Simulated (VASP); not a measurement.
Input:

```
CELL_PARAMETERS angstrom
      1.16790    -2.02286     0.00000
      1.16790     2.02286     0.00000
      0.00000     0.00000     3.65160
ATOMIC_POSITIONS crystal
  Be 0.33333 0.66667 0.25000
  Be 0.66667 0.33333 0.75000
```
Cell charge -0.02.

These are PBE GGA, VASP's PBE PAW potentials (set 64) (plane waves; VASP) values and carry that method's errors. Settings: NELECT = 4.02, 400 eV cut-off, 16×16×9 Γ-centred mesh, Gaussian smearing of 0.050 eV, potentials Be.

The cell is charged, with a uniform compensating background.

Give the stress tensor in GPa (positive for a compressed cell).

```
-7.97   0.00   0.00
 0.00  -7.97   0.00
 0.00   0.00  -7.32
```
The pressure is its mean diagonal, -7.76 GPa.

The compound is Be in the hcp structure. The cell was not relaxed at this level. The run is one of a series of settings (ISMEAR = 0, NELECT = 4.02, SIGMA = 0.05 against the base run), some of them coarse on purpose.
